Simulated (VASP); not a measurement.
# Relaxed cell of Mn3Sn: a test of cutoff and mesh

How far does the relaxed cell of Mn3Sn depend on cutoff and k mesh? The starting structure is a measured crystal structure from the Crystallography Open Database. The first relaxation on each setting starts from this cell expanded by 3 % in volume.

Program: VASP 6.6.1. Level of theory: Kohn-Sham DFT with plane waves and PAW; PBEsol. Results are calculated unless marked as measured.

**1. The structure**

Symmetry: P6_3/mmc, No. 194, hexagonal system. Conventional cell: a = 5.670 Å, b = 5.670 Å, c = 4.530 Å, α = 90.00°, β = 90.00°, γ = 120.00°. Nearest to Sn lie 12 Mn at 2.79 to 2.84 Å. Nearest to Mn lie 4 Sn at 2.79 to 2.84 Å and 8 Mn at 2.80 to 2.84 Å. Farther neighbours are not listed.

Structure file:

```
Sn Mn
1.0
     5.67000    0.00000    0.00000
    -2.83500    4.91036    0.00000
     0.00000    0.00000    4.53000
Sn Mn
2 6
Cartesian
  2.8350 1.6368 3.3975
  0.0000 3.2736 1.1325
  1.4147 4.0903 3.3975
  4.2497 0.8200 1.1325
  0.0000 1.6401 3.3975
  1.4203 0.8200 1.1325
  -1.4147 4.0903 3.3975
  2.8350 3.2703 1.1325
```

**2. Reference relaxation**

This run starts from the cell of an earlier relaxation, which isn't shown; the restart sets up the plane waves anew.

Contents of INCAR:

```
SYSTEM = Mn3Sn
PREC = Accurate
ENCUT = 450
EDIFF = 1E-06
NELM = 100
ISMEAR = 1
SIGMA = 0.15
LREAL = .FALSE.
ALGO = Normal
GGA = PS
NBANDS = 69
ISPIN = 2
MAGMOM = 0 0 4 -4 4 -4 4 -4
LASPH = .TRUE.
LMAXMIX = 4
LORBIT = 11
LWAVE = .FALSE.
LCHARG = .FALSE.
KPAR = 8
IBRION = 2
NSW = 50
ISIF = 3
EDIFFG = -0.006
```

Contents of POSCAR:

```
Mn3Sn
1.0
    5.3608115806      0.0000000000      0.0000000000
   -2.6804057903      4.6425990138      0.0000000000
    0.0000000000      0.0000000000      4.2709620680
Sn Mn
2 6
Direct
    0.6666666667      0.3333333333      0.7500000000
    0.3333333333      0.6666666667      0.2500000000
    0.6933616509      0.8466808255      0.7500000000
    0.8466808255      0.1533191746      0.2500000000
    0.1533191746      0.3066383491      0.7500000000
    0.3066383491      0.1533191746      0.2500000000
    0.1533191746      0.8466808255      0.7500000000
    0.8466808255      0.6933616509      0.2500000000
```

Contents of KPOINTS:

```
Automatic mesh
0
Gamma
6 6 8
0 0 0
```

PAW data sets: Sn_d and Mn_pv (PBE family, release 64).

Run with:

```console
mpirun -np 8 vasp_std
```

Log:

```text
[banner, memory and clock lines left out]
running    8 mpi-ranks, on    1 nodes
 distrk:  each k-point on    1 cores,    8 groups
 distr:  one band on    1 cores,    1 groups

 POSCAR found type information on POSCAR SnMn
 POSCAR found :  2 types and       8 ions
|                                                                             |
|           W    W    AA    RRRRR   N    N  II  N    N   GGGG   !!!           |
|           W    W   A  A   R    R  NN   N  II  NN   N  G    G  !!!           |
|           W    W  A    A  R    R  N N  N  II  N N  N  G       !!!           |
|           W WW W  AAAAAA  RRRRR   N  N N  II  N  N N  G  GGG   !            |
|           WW  WW  A    A  R   R   N   NN  II  N   NN  G    G                |
|           W    W  A    A  R    R  N    N  II  N    N   GGGG   !!!           |
|                                                                             |
|     For optimal performance we recommend to set                             |
|       NCORE = 2 up to number-of-cores-per-socket                            |
|     NCORE specifies how many cores store one orbital (NPAR=cpu/NCORE).      |
|     This setting can greatly improve the performance of VASP for DFT.       |
|     The default, NCORE=1 might be grossly inefficient on modern             |
|     multi-core architectures or massively parallel machines. Do your        |
|     Unfortunately you need to use the default for GW and RPA                |
|     calculations (for HF NCORE is supported but not extensively tested      |
|     yet).                                                                   |
|                                                                             |

|                                                                             |
|               ----> ADVICE to this user running VASP <----                  |
|                                                                             |
|     You enforced a specific xc type in the INCAR file but a different       |
|     [... a line on the potential file left out ...]
|     I HOPE YOU KNOW WHAT YOU ARE DOING!                                     |
|                                                                             |

 LDA part: xc-table for (Slater+PW92), standard interpolation
 POSCAR, INCAR and KPOINTS ok, starting setup
 FFT: planning ... GRIDC
 FFT: planning ... GRID_SOFT
 FFT: planning ... GRID
 WAVECAR not read
 entering main loop
       N       E                     dE             d eps       ncg     rms          rms(c)
DAV:   1     0.137427011399E+04    0.13743E+04   -0.50800E+04  9822   0.223E+03
DAV:   2     0.111027996909E+03   -0.12632E+04   -0.12228E+04  9665   0.655E+02
DAV:   3    -0.606213443801E+02   -0.17165E+03   -0.16088E+03  9726   0.227E+02
DAV:   4    -0.702477653782E+02   -0.96264E+01   -0.94451E+01 11082   0.574E+01
DAV:   5    -0.705071905324E+02   -0.25943E+00   -0.25906E+00 11322   0.103E+01    0.388E+01
DAV:   6    -0.662321193098E+02    0.42751E+01   -0.67919E+01 10294   0.481E+01    0.166E+01
DAV:   7    -0.660195484514E+02    0.21257E+00   -0.84350E+00 10201   0.193E+01    0.729E+00
DAV:   8    -0.659786013342E+02    0.40947E-01   -0.60127E-01 10463   0.360E+00    0.244E+00
DAV:   9    -0.659384855318E+02    0.40116E-01   -0.10507E-01 11109   0.179E+00    0.800E-01
DAV:  10    -0.659323716401E+02    0.61139E-02   -0.13176E-02 10030   0.794E-01    0.301E-01
DAV:  11    -0.659317002949E+02    0.67135E-03   -0.14895E-03 10987   0.231E-01    0.109E-01
DAV:  12    -0.659317195631E+02   -0.19268E-04   -0.17826E-04 10370   0.885E-02    0.554E-02
DAV:  13    -0.659317178681E+02    0.16950E-05   -0.19959E-05 12150   0.300E-02    0.219E-02
DAV:  14    -0.659317162205E+02    0.16476E-05   -0.20785E-06  7442   0.866E-03    0.811E-03
DAV:  15    -0.659317156320E+02    0.58844E-06   -0.78199E-07  5420   0.941E-03
   1 F= -.65931716E+02 E0= -.65932678E+02  d E =-.659317E+02  mag=    -0.0000
 curvature:   0.00 expect dE= 0.000E+00 dE for cont linesearch  0.000E+00
 trial: gam= 0.00000 g(F)=  0.986E-06 g(S)=  0.181E-02 ort = 0.000E+00 (trialstep = 0.100E+01)
 search vector abs. value=  0.181E-02
 bond charge predicted
       N       E                     dE             d eps       ncg     rms          rms(c)
DAV:   1    -0.660034513419E+02   -0.71735E-01   -0.11218E+00 10155   0.858E+00    0.234E+00
DAV:   2    -0.659470688184E+02    0.56383E-01   -0.53481E-01  9995   0.464E+00    0.148E+00
DAV:   3    -0.659331989041E+02    0.13870E-01   -0.53805E-02 10040   0.169E+00    0.425E-01
DAV:   4    -0.659322212581E+02    0.97765E-03   -0.41910E-03 11035   0.338E-01    0.205E-01
DAV:   5    -0.659316942049E+02    0.52705E-03   -0.11434E-03 12455   0.223E-01    0.575E-02
DAV:   6    -0.659316437844E+02    0.50421E-04   -0.15286E-04 10024   0.846E-02    0.169E-02
DAV:   7    -0.659316433711E+02    0.41325E-06   -0.77469E-06  9888   0.185E-02
   2 F= -.65931643E+02 E0= -.65932721E+02  d E =0.722609E-04  mag=    -0.0000
 trial-energy change:    0.000072  1 .order    0.000028   -0.001813    0.001869
 step:   0.4744(harm=  0.4924)  dis= 0.00004  next Energy=   -65.932141 (dE=-0.425E-03)
 bond charge predicted
       N       E                     dE             d eps       ncg     rms          rms(c)
DAV:   1    -0.659521549663E+02   -0.20511E-01   -0.31147E-01 10134   0.455E+00    0.124E+00
DAV:   2    -0.659366220768E+02    0.15533E-01   -0.15008E-01  9990   0.245E+00    0.797E-01
DAV:   3    -0.659326023135E+02    0.40198E-02   -0.15327E-02 10020   0.897E-01    0.222E-01
DAV:   4    -0.659323257832E+02    0.27653E-03   -0.12062E-03 11050   0.184E-01    0.109E-01
DAV:   5    -0.659321716343E+02    0.15415E-03   -0.32392E-04 12642   0.119E-01    0.291E-02
DAV:   6    -0.659321556686E+02    0.15966E-04   -0.37118E-05 10095   0.413E-02    0.925E-03
DAV:   7    -0.659321554160E+02    0.25268E-06   -0.23801E-06  7538   0.100E-02
   3 F= -.65932155E+02 E0= -.65933173E+02  d E =-.439784E-03  mag=     0.0000
 curvature:  -0.25 expect dE=-0.600E-05 dE for cont linesearch -0.161E-06
 trial: gam= 0.03249 g(F)=  0.898E-05 g(S)=  0.154E-04 ort =-0.345E-04 (trialstep = 0.895E+00)
 search vector abs. value=  0.241E-04
 reached required accuracy - stopping structural energy minimisation
```

Elapsed: 76 s, on 8 MPI ranks of AMD EPYC 9R45, shared host; peak memory 3.5 GiB; 10 min of CPU time.

The logs omit lines about the potential files and the build; timing stands in the text.

From OUTCAR (step 2):

```text
ion  position               nearest neighbor table
   1  0.667  0.333  0.750-   3 2.68   7 2.68   5 2.68   5 2.68   7 2.68   3 2.68   4 2.71   4 2.71
                             6 2.71   6 2.71   8 2.71   8 2.71
   2  0.333  0.667  0.250-   8 2.68   4 2.68   6 2.68   6 2.68   4 2.68   8 2.68   7 2.71   7 2.71
                             3 2.71   3 2.71   5 2.71   5 2.71
   3  0.693  0.847  0.750-   5 2.47   7 2.47   4 2.57   4 2.57   8 2.57   8 2.57   1 2.68   1 2.68
                             2 2.71   2 2.71   7 2.90   5 2.90
   4  0.847  0.153  0.250-   6 2.47   8 2.47   5 2.57   5 2.57   3 2.57   3 2.57   2 2.68   2 2.68
                             1 2.71   1 2.71   8 2.90   6 2.90
   5  0.153  0.307  0.750-   7 2.47   3 2.47   6 2.57   6 2.57   4 2.57   4 2.57   1 2.68   1 2.68
                             2 2.71   2 2.71   3 2.90   7 2.90
   6  0.307  0.153  0.250-   4 2.47   8 2.47   5 2.57   5 2.57   7 2.57   7 2.57   2 2.68   2 2.68
                             1 2.71   1 2.71   8 2.90   4 2.90
   7  0.153  0.847  0.750-   5 2.47   3 2.47   8 2.57   8 2.57   6 2.57   6 2.57   1 2.68   1 2.68
                             2 2.71   2 2.71   3 2.90   5 2.90
   8  0.847  0.693  0.250-   6 2.47   4 2.47   7 2.57   7 2.57   3 2.57   3 2.57   2 2.68   2 2.68
                             1 2.71   1 2.71   4 2.90   6 2.90

  LATTYP: Found a hexagonal cell.
 ALAT       =     5.3608115806
 C/A-ratio  =     0.7967006495

 Subroutine GETGRP returns: Found 24 space group operations
 (whereof 12 operations were pure point group operations)

The static configuration has the point symmetry D_3d.
 The point group associated with its full space group is D_6h.

 Found     35 irreducible k-points:

   k-points           NKPTS =     35   k-points in BZ     NKDIM =     35   number of bands    NBANDS=     69

   dimension x,y,z NGX =    40 NGY =   40 NGZ =   30
   dimension x,y,z NGXF=    80 NGYF=   80 NGZF=   60

   ENCUT  =  450.0 eV  33.07 Ry    5.75 a.u.   9.27  9.27  7.39*2*pi/ulx,y,z

   NELECT =     106.0000    total number of electrons

 k-points in reciprocal lattice and weights: Automatic mesh
   0.00000000  0.00000000  0.00000000       0.003
   0.16666667  0.00000000  0.00000000       0.021
   0.33333333  0.00000000  0.00000000       0.021
   0.50000000  0.00000000  0.00000000       0.010
   0.16666667  0.16666667  0.00000000       0.021
   0.33333333  0.16666667  0.00000000       0.042
   0.33333333  0.33333333  0.00000000       0.007
   0.00000000  0.00000000  0.12500000       0.007
   0.16666667  0.00000000  0.12500000       0.042
[...]
0.33333333  0.16666667  0.50000000       0.042
   0.33333333  0.33333333  0.50000000       0.007

 average (electrostatic) potential at core
       1 -95.5408       2 -95.5408       3 -63.4396       4 -63.4396       5 -63.4396
       6 -63.4396       7 -63.4396       8 -63.4396

 E-fermi :  10.8746

 spin component 1
 k-point     1 :       0.0000    0.0000    0.0000
  band No.  band energies     occupation
    ...
     49       9.7686      1.00000
     50      10.3001      1.00000
     51      10.3001      1.00000
     52      10.4188      1.00008
     53      10.4188      1.00008
     54      11.0664     -0.03504
     55      11.4850     -0.00000
     56      12.0001     -0.00000
     57      12.0001     -0.00000
     58      12.2166     -0.00000
    ...

 k-point     2 :       0.1667    0.0000    0.0000
  band No.  band energies     occupation
    ...
     49       9.8278      1.00000
     50      10.2951      1.00000
     51      10.3894      1.00002
     52      10.4338      1.00013
     53      10.7339      1.01744
     54      10.9375      0.17717
     55      11.4271     -0.00000
     56      11.5541     -0.00000
     57      11.7807     -0.00000
     58      12.0331     -0.00000
    ...

 k-point     3 :       0.3333    0.0000    0.0000
  band No.  band energies     occupation
    ...
     49      10.0062      1.00000
     50      10.3129      1.00000
     51      10.4788      1.00061
     52      10.5477      1.00429
     53      10.6015      1.01367
     54      11.0350     -0.03093
     55      11.0595     -0.03545
     56      11.2529     -0.00105
     57      11.6438     -0.00000
     58      11.8575     -0.00000
    ...

 k-point     4 :       0.5000    0.0000    0.0000
  band No.  band energies     occupation
    ...
     50      10.3490      1.00000
     51      10.4280      1.00011
     52      10.5096      1.00155
     53      10.6618      1.03108
     54      10.7241      1.02544
     55      11.0690     -0.03475
     56      11.0785     -0.03313
     57      11.6505     -0.00000
     58      11.7898     -0.00000
     59      11.8349     -0.00000
    ...

 k-point     5 :       0.1667    0.1667    0.0000
  band No.  band energies     occupation
    ...
     49       9.9087      1.00000
     50      10.3296      1.00000
     51      10.4654      1.00039
     52      10.4982      1.00111
     53      10.7578      0.98431
     54      11.0321     -0.02961
     55      11.1612     -0.01054
     56      11.3242     -0.00009
     57      11.4486     -0.00000
     58      12.0155     -0.00000
    ...

 k-point     6 :       0.3333    0.1667    0.0000
  band No.  band energies     occupation
    ...
     50      10.3772      1.00001
     51      10.5040      1.00132
     52      10.5171      1.00192
     53      10.6276      1.02093
     54      10.7782      0.93817
     55      11.1083     -0.02501
     56      11.1285     -0.01886
     57      11.3479     -0.00004
     58      11.7682     -0.00000
     59      12.0473     -0.00000
    ...

  Total        0.0268173      0.0268173     -0.0334846     -0.0000000      0.0000000      0.0000000
  in kB        0.4053102      0.4053102     -0.5060781     -0.0000000      0.0000000      0.0000000
  external PRESSURE =       0.1015141 kB  Pullay stress =       0.0000000 kB

  energy-cutoff  :      450.00
  volume of cell :      106.01
      direct lattice vectors                 reciprocal lattice vectors
     5.356107332  0.000000000 -0.000000000     0.186702756  0.107792886 -0.000000000
    -2.678053666  4.638525015  0.000000000    -0.000000000  0.215585773 -0.000000000
     0.000000000  0.000000000  4.266866250     0.000000000  0.000000000  0.234364037

 POSITION                                       TOTAL-FORCE (eV/Angst)
 -----------------------------------------------------------------------------------
      2.67805      1.54618      3.20015         0.000000      0.000000      0.000000
     -0.00000      3.09235      1.06672         0.000000      0.000000      0.000000
      1.44630      3.92737      3.20015        -0.004823     -0.002785      0.000000
      4.12435      0.71115      1.06672        -0.004823      0.002785      0.000000
      0.00000      1.42231      3.20015         0.000000      0.005569     -0.000000
      1.23175      0.71115      1.06672         0.004823      0.002785     -0.000000
     -1.44630      3.92737      3.20015         0.004823     -0.002785     -0.000000
      2.67805      3.21622      1.06672         0.000000     -0.005569      0.000000
 -----------------------------------------------------------------------------------
    total drift:                               -0.000001     -0.000000      0.000000

  FREE ENERGIE OF THE ION-ELECTRON SYSTEM (eV)
  ---------------------------------------------------
  free  energy   TOTEN  =       -65.9321554160 eV

  energy  without entropy=      -65.9352086379  energy(sigma->0) =      -65.93317316

 reached required accuracy - stopping structural energy minimisation

 total charge
# of ion       s       p       d       tot
------------------------------------------
    1        1.094   1.483  10.098  12.674
    2        1.094   1.483  10.098  12.674
    3        0.352   6.319   5.173  11.844
    4        0.352   6.319   5.173  11.844
    5        0.352   6.319   5.173  11.844
    6        0.352   6.319   5.173  11.844
    7        0.352   6.319   5.173  11.844
    8        0.352   6.319   5.173  11.844
--------------------------------------------------
tot          4.297  40.882  51.233  96.412

 magnetization (x)
# of ion       s       p       d       tot
------------------------------------------
    1        0.002  -0.020  -0.001  -0.019
    2       -0.002   0.020   0.001   0.019
    3        0.011   0.013   1.843   1.868
    4       -0.011  -0.013  -1.843  -1.868
    5        0.011   0.013   1.843   1.868
    6       -0.011  -0.013  -1.843  -1.868
    7        0.011   0.013   1.843   1.868
    8       -0.011  -0.013  -1.843  -1.868
--------------------------------------------------
tot          0.000   0.000  -0.000  -0.000

[... 1 further part left out ...]
```

CONTCAR:

```
Mn3Sn
   1.00000000000000
     5.3561073321059878    0.0000000000000000   -0.0000000000000000
    -2.6780536660529939    4.6385250150982111    0.0000000000000000
     0.0000000000000000    0.0000000000000000    4.2668662496589800
  Sn              Mn
     2     6
Direct
     0.6666666667000030    0.3333333332999970    0.7500000000000000
     0.3333333332999970    0.6666666667000030    0.2500000000000000
     0.6933707309165523    0.8466853655082771    0.7500000000000000
     0.8466853655082771    0.1533146345917247    0.2500000000000000
     0.1533146345917247    0.3066292690834476    0.7500000000000000
     0.3066292690834476    0.1533146345917247    0.2500000000000000
     0.1533146345917247    0.8466853655082771    0.7500000000000000
     0.8466853655082771    0.6933707309165523    0.2500000000000000
```

The PAW data sets were made with PBE, which is usual practice but a small mismatch for other functionals. The run keeps the 24 symmetry operations of its start, so it cannot find a distortion of lower symmetry.

The reference relaxation ends at 13.251 Å³ an atom.

(Part 1 of 3 ends here.)

[Lines on the potential files, build, host, timing and source positions are cut from VASP's logs without a mark.]

[Logs are printed without paths, hosts, clocks, repeated set-up lines and the standing remarks that a program may print on its own settings, such as how far it seeks lower states.]

[Hosts, paths, dates, database ids (printed as entryN), source tags and the programs' standing remarks are cut or masked in the printed files.]
